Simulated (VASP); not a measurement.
A run of VASP 6.6.1:

Contents of INCAR:

```
SYSTEM = Na
PREC = Accurate ; ENCUT = 600
EDIFF = 1E-7 ; ISMEAR = -1
SIGMA = 0.1 ; LREAL = .FALSE.
LASPH = .TRUE. ; NELM = 80
ALGO = Fast ; ISIF = 3
LWAVE = .FALSE. ; LCHARG = .FALSE.
GGA = PS ; IBRION = 2
NSW = 80 ; EDIFFG = -0.01
```

KPOINTS

```
regular mesh
0
G
  10 10 5
  0 0 0
```

The input POSCAR:

```
Na
1.0
    3.7640418302      0.0000000000      0.0000000000
   -1.8820209151      3.2597558458      0.0000000000
    0.0000000000      0.0000000000      6.1466803087
Na
2
Direct
    0.3333333333      0.6666666667      0.2500000000
    0.6666666667      0.3333333333      0.7500000000
```

Potentials or basis: VASP PAW PBE potentials, release 64 (Na_pv).

Launch:

```bash
$ cat potpaw_PBE.64/Na_pv/POTCAR > POTCAR
$ mpirun -np 1 vasp_std > vasp.out
```

Hardware: 1 thread of Intel(R) Xeon(R) 6975P-C (Granite Rapids) (shared host).

Question: Estimate the wall time of this run.

Answer: It took 40 s on 1 thread of Intel(R) Xeon(R) 6975P-C (Granite Rapids) (shared host), peak memory 0.21 GiB. Counts: scf iterations 33, k points 42, ion steps 3.
